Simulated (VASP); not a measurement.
Consider the following.

```yaml
crystal:
  lattice:
    - [0.00000, 2.39700, 2.39700]
    - [2.39700, 0.00000, 2.39700]
    - [2.39700, 2.39700, 0.00000]
  atoms:
    - { symbol: Zr, position: [0.00000, 0.00000, 0.00000] }
    - { symbol: C, position: [0.50000, 0.50000, 0.50000] }
```

Computed with PBE GGA, VASP's PBE PAW potentials (set 64) (plane waves; VASP 6.6.1). Numerical set-up: 520 eV cut-off, 10×10×10 Γ-centred mesh, first-order Methfessel-Paxton smearing of 0.10 eV, potentials Zr_sv C.

Task: Give the stress tensor in GPa (positive for a compressed cell).

Result: 
```
-10.51    0.00    0.00
  0.00  -10.51    0.00
  0.00    0.00  -10.51
```
The pressure is its mean diagonal, -10.51 GPa.

The compound is ZrC in the rock salt structure. The cell was not relaxed at this level.
